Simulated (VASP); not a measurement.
# Free energy, extrapolated energy and pressure of Ti2OsPt5 against smearing width: Fermi-Dirac and first-order Methfessel-Paxton at PBE

A common rule of thumb for metals keeps the smearing term, free energy minus extrapolated energy, below about 1 meV/atom. The problem is to find what this rule protects in Ti2OsPt5: the free energy, the energy extrapolated to zero smearing, or the pressure. The distinction matters when alloy phases are ranked by energy or when a metal layer for a contact is relaxed, since a width that is harmless for one quantity may spoil another. Cell, atoms and k mesh are fixed, and only the scheme and width change. All errors are differences from the Fermi-Dirac run at 0.01 eV, so they measure drift within PBE on this mesh, not distance from experiment.

## Set-up

One crystal without a Kohn-Sham gap, Ti2OsPt5 (I4/mmm, 8 atoms) (hypothetical: elements swapped on a known structure), at PBE; single-point runs at fixed cell and atoms on one k mesh (7×7×7), only the smearing changed. Program: VASP 6.6.1, plane waves and PAW (data sets made for PBE of release 64), scalar-relativistic without spin-orbit coupling, no spin polarisation. Cutoff 400 eV; on the k meshes the divisions times the cell-vector length are 39 Å or more.

Notes on method and selection:

- For Gaussian or Fermi-Dirac smearing the free energy falls as σ² times the density of states at the Fermi level; Methfessel-Paxton schemes cancel the leading order.
- At the smallest widths the mesh is too coarse for the step in the occupations, so the reference carries its own sampling error.
- Runs that did not converge, have known faults or may not be shown are not listed, and runs on Ansatz's PAW sets soft_1 and soft_2 are kept to separate tables.

Columns:

- width (eV): smearing width SIGMA.
- iterations: electronic iterations.
- free-energy error (meV/atom): free energy per atom minus that of the run with Fermi-Dirac smearing of 0.01 eV.
- energy error (meV/atom): energy per atom, extrapolated to zero smearing as the program prints it, minus that of the run with Fermi-Dirac smearing of 0.01 eV.
- pressure error (GPa): pressure minus that of the run with Fermi-Dirac smearing of 0.01 eV, compression positive.
- smearing term (meV/atom): free energy minus the extrapolated energy, per atom.

Input lines of one member:

```
PREC = Accurate
ENCUT = 400
EDIFF = 1E-06
NELM = 100
ISMEAR = -1
SIGMA = 0.01
LREAL = .FALSE.
ALGO = Normal
GGA = PE
LORBIT = 11
ISIF = 2
```

Command (options for logging and memory left out): `vasp_std`

## Data

| member | scheme | width (eV) | iterations | free-energy error (meV/atom) | energy error (meV/atom) | pressure error (GPa) | smearing term (meV/atom) |
| --- | --- | --- | --- | --- | --- | --- | --- |
| σ = 0.01 eV | Fermi-Dirac | 0.01 | 17 | 0.00 | 0.0000 | 0.0000 | −0.0952 |
| σ = 0.05 eV | Fermi-Dirac | 0.05 | 17 | −2.16 | −0.0067 | 0.0011 | −2.2501 |
| σ = 0.1 eV | Fermi-Dirac | 0.10 | 17 | −8.84 | −0.0143 | 0.0931 | −8.9248 |
| σ = 0.2 eV | Fermi-Dirac | 0.20 | 17 | −37.30 | 2.9177 | 0.5893 | −40.3126 |
| σ = 0.01 eV | Methfessel-Paxton, first order | 0.01 | 16 | 0.11 | 0.0137 | −0.0055 | −0.0013 |
| σ = 0.05 eV | Methfessel-Paxton, first order | 0.05 | 17 | 0.09 | −0.0053 | −0.0035 | −0.0023 |
| σ = 0.1 eV | Methfessel-Paxton, first order | 0.10 | 17 | 0.11 | −0.0090 | −0.0117 | 0.0273 |
| σ = 0.2 eV | Methfessel-Paxton, first order | 0.20 | 17 | 0.08 | −0.0200 | −0.0396 | 0.0096 |
| σ = 0.5 eV | Methfessel-Paxton, first order | 0.50 | 17 | ? | ? | ? | ? |

Cells marked ? are withheld until the estimate has been made.

## Why the values move as they do

Solution. With Fermi-Dirac occupations the free energy falls steeply, by 8.84 meV/atom at 0.1 eV and 37.30 meV/atom at 0.2 eV. The cause is the electronic entropy. For a flat density of states g, the free energy changes by −(π²/6)gσ². Dividing the size of the smearing term at 0.1 eV by (π²/6)σ² then gives g of about 0.54 states/eV per atom. Doubling the width should multiply the term by four. From 0.05 to 0.1 eV the factor is 8.9248 / 2.2501 = 3.97, but from 0.1 to 0.2 eV it is 40.3126 / 8.9248 = 4.52. The wider distribution evidently reaches energies where the density of states is higher.

The extrapolated energy removes the quadratic part. It is off by only −0.0143 meV/atom at 0.1 eV, although the smearing term there is far above the rule's limit. At 0.2 eV the cancellation fails and the error is 2.9177 meV/atom.

The pressure has no such protection, because it is minus the volume derivative of the free energy. It rises by 0.0931 GPa at 0.1 eV and 0.5893 GPa at 0.2 eV. At 0.05 eV it has moved by only 0.0011 GPa, far less than a quarter of the change at 0.1 eV, so the growth is not simply quadratic; sampling error or fine structure in the density of states may offset the drift there. The positive sign is what follows if expansion narrows the bands and raises g: the entropy then favours a larger volume.

First-order Methfessel-Paxton smearing cancels the quadratic term in the free energy itself. From 0.01 to 0.2 eV its free-energy error stays between 0.08 and 0.11 meV/atom. Most of this offset belongs to the reference, whose own smearing term is −0.0952 meV/atom. The pressure error reaches −0.0396 GPa at 0.2 eV, about one fifteenth of the Fermi-Dirac error in size. For Fermi-Dirac smearing, then, the rule is stricter than the extrapolated energy needs at 0.1 eV; for Methfessel-Paxton, a small smearing term goes with small drifts in all three quantities.

## Prediction

Plain estimates from the members shown:

- σ = 0.5 eV (Methfessel-Paxton, first order), mean of the 4 members shown: 0.10 meV/atom, standard deviation 0.013

The mean of the four Methfessel-Paxton members, 0.10 meV/atom, assumes that the plateau continues. At 0.5 eV, however, the occupations sample states that the narrower runs miss, and the Fermi-Dirac run at 0.2 eV already senses them.

These states are modelled as a step Δg in the density of states at a distance w from the Fermi level. The free energy of the step is −Δg times the occupation integrated twice over energy from w outward. With X = w/σ well above 1 and the Fermi level held fixed, the step changes the Fermi-Dirac free energy by −Δg σ² e^(−X) and the extrapolated energy, which is the mean of energy and free energy, by +Δg σ² (X/2) e^(−X).

Extrapolated-energy error plus smearing term gives 2.9177 − 40.3126 = −37.3949 meV/atom at 0.2 eV and −0.0143 − 8.9248 = −8.9391 meV/atom at 0.1 eV. The excess over quadratic growth is −37.3949 + 4 × 8.9391 = −1.6385 meV/atom. Hence X = 2 × 2.92 / 1.64 = 3.56, w = 0.71 eV and Δg = 0.0016 / 0.04 × e^3.56 = 1.4 states/eV per atom.

The same double integral with first-order Methfessel-Paxton occupations adds Δg σ² [X e^(−X²)/(4√π) − X² erfc(X)/4]. At 0.5 eV, X = 0.71 / 0.5 = 1.42 and the bracket is about 0.0042, giving 1.4 × 0.25 × 0.0042 = 0.0015 eV, or 1.5 meV/atom. The reference offset of 0.1 brings this to 1.6.

At 0.2 eV the model gives almost no step contribution, hence 0.10 against the 0.08 shown. Taking the quadratic baseline from the 0.05 eV run instead lowers the prediction to about 0.9, which sets an error of 0.7.

**Committed estimate, σ = 0.5 eV (Methfessel-Paxton, first order): free-energy error = 1.6 ± 0.7 meV/atom.**

## Outcome

| member | scheme | width (eV) | iterations | free-energy error (meV/atom) | energy error (meV/atom) | pressure error (GPa) | smearing term (meV/atom) |
| --- | --- | --- | --- | --- | --- | --- | --- |
| σ = 0.5 eV | Methfessel-Paxton, first order | 0.50 | 17 | 2.64 | −1.9465 | −0.1537 | 4.4914 |

| member | estimate | free-energy error (meV/atom) | computed | estimate − computed | miss in error bars |
| --- | --- | --- | --- | --- | --- |
| σ = 0.5 eV (Methfessel-Paxton, first order) | committed | 1.60 | 2.64 | −1.04 | 1.5 |
| σ = 0.5 eV (Methfessel-Paxton, first order) | mean | 0.10 | 2.64 | −2.54 |  |

The computed free-energy error is 2.64 meV/atom. The estimate of 1.6 ± 0.7 was too low by 1.04, or 1.5 error bars, but it came closer than the mean of the narrower Methfessel-Paxton runs, which missed by 2.54.

The plateau did end, and with the positive sign expected if the occupations reach a higher density of states. The size was underestimated. A single sharp step was fitted to small remainders of two Fermi-Dirac runs, and the trial at 0.2 eV was no real test, because the step contributes almost nothing there. The error bar covered the choice of baseline but not the shape of the density of states.

The smearing term gives a hint of how the shape was wrong. For first-order Methfessel-Paxton it equals (σ/3) dF/dσ, with F the free energy. Without the reference offset the error is 2.64 − 0.10 = 2.54 meV/atom, so F grows locally as σ to the power 3 × 4.4914 / 2.54 = 5.3. The step model, its expression differentiated in the same way at X = 1.42, gives about 6.4. A more gradual change in the density of states, beginning closer to the Fermi level, would be one explanation.

## Residuals

Two runs stand apart, Fermi-Dirac at 0.2 eV and Methfessel-Paxton at 0.5 eV. The first has a smearing term of −40.3126 meV/atom, where quadratic growth from 0.1 eV would give 4 × (−8.9248) = −35.70. The second leaves a plateau of 0.08 to 0.11 meV/atom. Both fit a density of states that is higher away from the Fermi level.

They are closer relatives than their widths suggest. The derivative of the Fermi-Dirac occupation has a standard deviation of πσ/√3, that of the Gaussian underlying Methfessel-Paxton σ/√2. At equal σ the Fermi-Dirac step is thus about 2.6 times as broad, and Fermi-Dirac at 0.2 eV matches a Gaussian of roughly 0.5 eV. At this similar breadth the free-energy errors are −37.30 and 2.64 meV/atom, but the errors of the extrapolated energies are of similar size and opposite sign, 2.9177 and −1.9465. The advantage of Methfessel-Paxton in pressure is also smaller than at equal σ: 0.5893 / 0.1537 = 3.8.

The pressure errors of these two runs have opposite signs, as their free-energy errors do. This would follow if both free-energy errors grow in size as the cell expands: Fermi-Dirac smearing then pushes outward and Methfessel-Paxton pulls inward.

## Rules of thumb and their limits

For this crystal and mesh, the four Methfessel-Paxton runs from 0.01 to 0.2 eV agree in free energy within 0.03 meV/atom, and a width between them should do about as well. At 0.5 eV an estimate from narrower runs can miss by 1 meV/atom or more.

The 1 meV/atom rule passes only runs with small errors in all three quantities. It is needlessly strict for the extrapolated energy with Fermi-Dirac smearing at 0.05 and 0.1 eV.

Fermi-Dirac smearing also has a physical use. At room temperature, σ ≈ 0.026 eV, the thermal part of the electronic free energy, relative to zero temperature, is −2.2501 × (0.026 / 0.05)² = −0.6 meV/atom.

Spin-orbit coupling, left out here, matters in a crystal rich in Os and Pt. Most of its shift of the total energy should be common to all widths, so it would affect the drifts mainly by reshaping the density of states near the Fermi level.

[Logs are printed without paths, hosts, clocks, repeated set-up lines and the standing remarks that a program may print on its own settings, such as how far it seeks lower states.]
